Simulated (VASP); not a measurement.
RuS₂ (pyrite): computed properties

Computed with PBE GGA, VASP's PBE PAW potentials (set 64) (plane waves; VASP).

```yaml
space_group: Pa-3 (205)
cell: a = 5.6417 Å, b = 5.6417 Å, c = 5.6417 Å, α = 90.00°, β = 90.00°, γ = 90.00°
volume_per_atom: 14.96 Å³/atom
band gap (over mesh and band path): 0.60 eV
smallest direct gap (over mesh and band path): 0.84 eV
band_edge_character: indirect, Γ-X at 0.91 to Γ
density: 6.11 g/cm³
mean ε∞ (independent particles): 16.98
```

```yaml
crystal:
  lattice:
    - [5.64174, 0.00000, 0.00000]
    - [0.00000, 5.64174, 0.00000]
    - [0.00000, 0.00000, 5.64174]
  atoms:
    - { symbol: Ru, position: [0.00000, 0.50000, 0.50000] }
    - { symbol: Ru, position: [0.50000, 0.00000, 0.50000] }
    - { symbol: Ru, position: [0.00000, 0.00000, 0.00000] }
    - { symbol: Ru, position: [0.50000, 0.50000, 0.00000] }
    - { symbol: S, position: [0.61300, 0.88700, 0.11300] }
    - { symbol: S, position: [0.11300, 0.61300, 0.88700] }
    - { symbol: S, position: [0.61300, 0.61300, 0.61300] }
    - { symbol: S, position: [0.38700, 0.38700, 0.38700] }
    - { symbol: S, position: [0.88700, 0.11300, 0.61300] }
    - { symbol: S, position: [0.88700, 0.38700, 0.11300] }
    - { symbol: S, position: [0.11300, 0.88700, 0.38700] }
    - { symbol: S, position: [0.38700, 0.11300, 0.88700] }
```

Measured: a 5.610 Å (computed value off by +0.6 %), as given by Wikipedia, Laurite. The calculation is for a static lattice, while the measured a holds thermal and zero-point effects, which are part of the difference.

The compound is RuS2 in the pyrite structure. It was relaxed first. Symmetry was kept, so distortions that lower it aren't found.
